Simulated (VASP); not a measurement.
Calculation: PBEsol GGA, VASP's PBE PAW potentials (set 64) (plane waves; VASP).

VASP ran on this input.

File POSCAR:
```
AlIn3N4
1
    1.7134709480    -2.9678190131     0.0000000000
    1.7134709480     2.9678190131    -0.0000000000
    0.0000000000     0.0000000000    11.1846932415
In N Al
3 4 1
Direct
  0.6666670000   0.3333330000   0.2631998673
  0.3333330000   0.6666670000   0.0012502484
  0.6666670000   0.3333330000   0.7399283457
  0.6666670000   0.3333330000   0.4586037125
  0.3333330000   0.6666670000   0.1935746662
  0.6666670000   0.3333330000   0.9322173798
  0.3333330000   0.6666670000   0.6712418038
  0.3333330000   0.6666670000   0.5039839763
```

INCAR:
```
SYSTEM = AlIn3N4
PREC = Accurate
ENCUT = 520
EDIFF = 1E-7
NELM = 100
ALGO = Normal
LREAL = .FALSE.
LASPH = .TRUE.
ISMEAR = -5
GGA = PS
LMAXMIX = 4
LWAVE = .FALSE.
LCHARG = .TRUE.
LORBIT = 11
NEDOS = 601
ISIF = 2
LEFG = .TRUE.
```

### KPOINTS
```
Automatic mesh
0
Gamma
8 8 3
0 0 0
```

POTCAR, in this order: In_d N Al (PBE.64 set). Program: vasp_std.

Q: Predict the energy per atom (σ→0).

A: 
- energy per atom (σ→0) = -6212 meV/atom

File OSZICAR:
```
...
DAV:  11    -0.496982658350E+02   -0.13175E-03   -0.52154E-03  2924   0.532E-01    0.208E-01
DAV:  12    -0.496983703996E+02   -0.10456E-03   -0.42514E-04  2432   0.187E-01    0.543E-02
DAV:  13    -0.496983802014E+02   -0.98018E-05   -0.68924E-05  2780   0.950E-02    0.259E-02
DAV:  14    -0.496983780279E+02    0.21735E-05   -0.20809E-05  2660   0.331E-02    0.116E-02
DAV:  15    -0.496983780425E+02   -0.14596E-07   -0.42971E-06  2818   0.172E-02    0.507E-03
DAV:  16    -0.496983777530E+02    0.28950E-06   -0.68865E-07  2236   0.946E-03    0.318E-03
DAV:  17    -0.496983777745E+02   -0.21510E-07   -0.30968E-07  1656   0.468E-03
   1 F= -.49698378E+02 E0= -.49698378E+02  d E =0.000000E+00
```

The structure was generated: AlIn3N4 was put into an ordered model structure (P3m1), which need not be its known phase. It was relaxed first.
